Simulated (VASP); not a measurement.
Computed with PBE GGA, VASP's PBE PAW potentials (set 64) (plane waves; VASP).

A VASP calculation is set up with these files.

### POSCAR
```
Ru
1
    1.3867869310    -2.4019855843     0.0000000000
    1.3867869310     2.4019855843     0.0000000000
    0.0000000000     0.0000000000     4.2855853732
Ru
2
Direct
  0.3333330000   0.6666670000   0.2500000000
  0.6666670000   0.3333330000   0.7500000000
```

INCAR:
```
! general
SYSTEM  = Ru
PREC    = Accurate
ENCUT   = 480
LREAL   = F
LASPH   = T

! electronic loop
EDIFF   = 1E-7
NELM    = 100
ALGO    = Normal
LMAXMIX = 4

! smearing
ISMEAR  = 1
SIGMA   = 0.1

! functional
GGA     = PE

! ions
ISIF    = 2

! output
LWAVE   = F
LCHARG  = F
```

**KPOINTS**
```
K-points
0
Gamma
  14 14 8
0 0 0
```

POTCAR, in this order: Ru_pv (PBE.64 set). Program: vasp_std.

Question: Estimate the energy per atom (σ→0), pressure, band gap (on the k-mesh).

Answer: 
```
Quantity                                                     Value
------------------------  ----------------------------------------
energy per atom (σ→0)                               -9.211 eV/atom
band gap (on the k-mesh)  none (metal, semimetal or under 0.01 eV)
pressure                                                -10.02 GPa
```

File OSZICAR:
```
...
DAV:   6    -0.185034336251E+02    0.13117E+01   -0.37419E+00  4358   0.199E+01    0.372E+00
DAV:   7    -0.184291233852E+02    0.74310E-01   -0.23753E-01  4420   0.449E+00    0.961E-01
DAV:   8    -0.184215434068E+02    0.75800E-02   -0.62529E-03  4478   0.932E-01    0.253E-01
DAV:   9    -0.184213511273E+02    0.19228E-03   -0.67392E-04  5372   0.283E-01    0.454E-02
DAV:  10    -0.184213629212E+02   -0.11794E-04   -0.26247E-05  4926   0.483E-02    0.147E-02
DAV:  11    -0.184213653871E+02   -0.24658E-05   -0.30619E-06  4632   0.159E-02    0.278E-03
DAV:  12    -0.184213653400E+02    0.47018E-07   -0.87691E-08  2920   0.196E-03
   1 F= -.18421365E+02 E0= -.18421113E+02  d E =-.757268E-03
```

The compound is Ru in the hcp structure. This cell was strained or had an atom moved on purpose.
